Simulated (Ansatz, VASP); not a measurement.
**One calculation of LuGe3O, two programs**

```
Lu Ge O
1.0
     3.18906    0.00000    0.00000
     0.00000    3.18906    0.00000
     0.00000    0.00000    9.06889
Lu Ge O
1 3 1
Direct
  0.00000 0.00000 0.00000
  0.50000 0.50000 0.30394
  0.50000 0.50000 0.69606
  0.00000 0.00000 0.50000
  0.50000 0.50000 0.00000
```

Alike in both runs: functional PBE; k mesh 4 × 4 × 4; occupations gaussian, width 0.1 eV; no spin polarisation.

Ansatz relaxed the structure, and its values are those at the end. VASP's run is a single point on that final structure, the one shown.

|  | VASP | Ansatz |
| --- | --- | --- |
| version | VASP 6.6.1 | Ansatz 0.2.0 |
| potentials or method | VASP PAW PBE potentials, release 64 (Lu, Ge_d, O) | scalar-relativistic, plane waves, PAW |
| plane-wave cutoff (eV) | 520 | 420 |
| valence electrons in the cell | 73 | 73 |

VASP gave:

| Property | Result |
| --- | --- |
| gap on the k mesh at the Fermi level (eV) | none |
| pressure (GPa) | 0.3 |

**Question.** Estimate Ansatz's values.

**Answer.** gap on the k mesh at the Fermi level (eV): none; pressure (GPa): -0.1.

A gap of «none» marks a metal or a gap that the smearing closes.

Caveats: the k mesh is coarse (spacing up to 0.49 Å⁻¹), so the values aren't converged; an odd number of electrons without spin polarisation forces a metal; a magnetic or distorted state may lie lower. The runs have no spin-orbit coupling, so splittings on Lu are missing.
